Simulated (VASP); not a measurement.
Output of a VASP run:

### OSZICAR
```
       N       E                     dE             d eps       ncg     rms          rms(c)
DAV:   1     0.986631473830E+02    0.98663E+02   -0.83431E+03  2116   0.126E+03
DAV:   2    -0.293056480287E+02   -0.12797E+03   -0.12571E+03  2140   0.370E+02
DAV:   3    -0.369773091445E+02   -0.76717E+01   -0.73695E+01  3282   0.743E+01
DAV:   4    -0.371166148378E+02   -0.13931E+00   -0.13828E+00  2922   0.106E+01
DAV:   5    -0.371199399739E+02   -0.33251E-02   -0.33155E-02  3106   0.157E+00    0.128E+01
DAV:   6    -0.335358782279E+02    0.35841E+01   -0.54816E+00  2884   0.381E+01    0.466E+00
DAV:   7    -0.331950677150E+02    0.34081E+00   -0.52635E-01  2618   0.782E+00    0.227E+00
DAV:   8    -0.334251343729E+02   -0.23007E+00   -0.65356E-01  2882   0.785E+00    0.748E-01
DAV:   9    -0.333995719194E+02    0.25562E-01   -0.11277E-01  2742   0.449E+00    0.362E-01
DAV:  10    -0.334656008607E+02   -0.66029E-01   -0.13878E-01  3072   0.468E+00    0.269E-01
DAV:  11    -0.334610592994E+02    0.45416E-02   -0.14312E-02  3274   0.178E+00    0.185E-01
DAV:  12    -0.334644094140E+02   -0.33501E-02   -0.39079E-03  2660   0.739E-01    0.358E-02
DAV:  13    -0.334646409897E+02   -0.23158E-03   -0.10267E-03  2880   0.343E-01    0.222E-02
DAV:  14    -0.334647043703E+02   -0.63381E-04   -0.15553E-04  3084   0.161E-01    0.138E-02
DAV:  15    -0.334647812415E+02   -0.76871E-04   -0.89142E-05  2346   0.111E-01    0.684E-03
DAV:  16    -0.334647832197E+02   -0.19782E-05   -0.19230E-05  3210   0.573E-02    0.477E-03
DAV:  17    -0.334647876005E+02   -0.43809E-05   -0.68787E-06  3078   0.379E-02    0.283E-03
DAV:  18    -0.334647882472E+02   -0.64668E-06   -0.56071E-07  3140   0.669E-03    0.140E-03
DAV:  19    -0.334647889066E+02   -0.65935E-06   -0.79313E-07  2496   0.865E-03    0.533E-04
DAV:  20    -0.334647889503E+02   -0.43715E-07   -0.29893E-08  1260   0.219E-03
   1 F= -.33464789E+02 E0= -.33464433E+02  d E =-.106872E-02
```

### OUTCAR
```
------------------------ aborting loop because EDIFF is reached ----------------------------------------
  FORCE on cell =-STRESS in cart. coord.  units (eV):
  Direction    XX          YY          ZZ          XY          YZ          ZX
  --------------------------------------------------------------------------------------
  Total        2.2159702      2.2159702      0.7624563      0.0000000      0.0000000      0.0000000
  in kB       54.2466133     54.2466133     18.6648147      0.0000000      0.0000000      0.0000000
  external PRESSURE =      42.3860137 kB  Pullay stress =       0.0000000 kB
  volume of cell :       65.45
      direct lattice vectors                 reciprocal lattice vectors
     4.002911456  0.000000000  0.000000000     0.249818166  0.000000000  0.000000000
     0.000000000  4.002911456  0.000000000     0.000000000  0.249818166  0.000000000
     0.000000000  0.000000000  4.084603526     0.000000000  0.000000000  0.244821803
 POSITION                                       TOTAL-FORCE (eV/Angst)
 -----------------------------------------------------------------------------------
      0.00000      0.00000      0.00000         0.000000      0.000000      0.000000
      0.00000      2.00146      2.04230         0.000000      0.000000      0.000000
      2.00146      0.00000      2.04230         0.000000      0.000000      0.000000
      2.00146      2.00146      0.00000         0.000000      0.000000      0.000000
 -----------------------------------------------------------------------------------
    total drift:                               -0.000000     -0.000000      0.000000
  FREE ENERGIE OF THE ION-ELECTRON SYSTEM (eV)
  ---------------------------------------------------
  free  energy   TOTEN  =       -33.4647889503 eV

  energy  without entropy=      -33.4637202285  energy(sigma->0) =      -33.46443271
```
(Selected blocks of OUTCAR.)

File POSCAR:
```
Al3Sc
1
    4.0029114559     0.0000000000     0.0000000000
    0.0000000000     4.0029114559     0.0000000000
    0.0000000000     0.0000000000     4.0846035265
Sc Al
1 3
Direct
  0.0000000000   0.0000000000   0.0000000000
  0.0000000000   0.5000000000   0.5000000000
  0.5000000000   0.0000000000   0.5000000000
  0.5000000000   0.5000000000   0.0000000000
```

Reconstruct the remaining input files.

One answer among several that fit: the input of the run itself, r2SCAN meta-GGA, plane waves, VASP's PBE PAW potentials (set 64).

File KPOINTS:
```
Automatic mesh
0
Gamma
8 8 8
0 0 0
```

**INCAR**
```
ALGO=Normal
EDIFF=1E-7
ENCUT=480
ISIF=2
ISMEAR=1
LASPH=.True.
LCHARG=.False.
LMAXMIX=4
LMIXTAU=.True.
LREAL=.False.
LWAVE=.False.
METAGGA=R2SCAN
NELM=100
PREC=Accurate
SIGMA=0.1
SYSTEM=Al3Sc
```

POTCAR, in this order: Sc_sv Al (PBE.64 set). Program: vasp_std.

The compound is Al3Sc in the L1_2 structure. This cell was strained or had an atom moved on purpose.
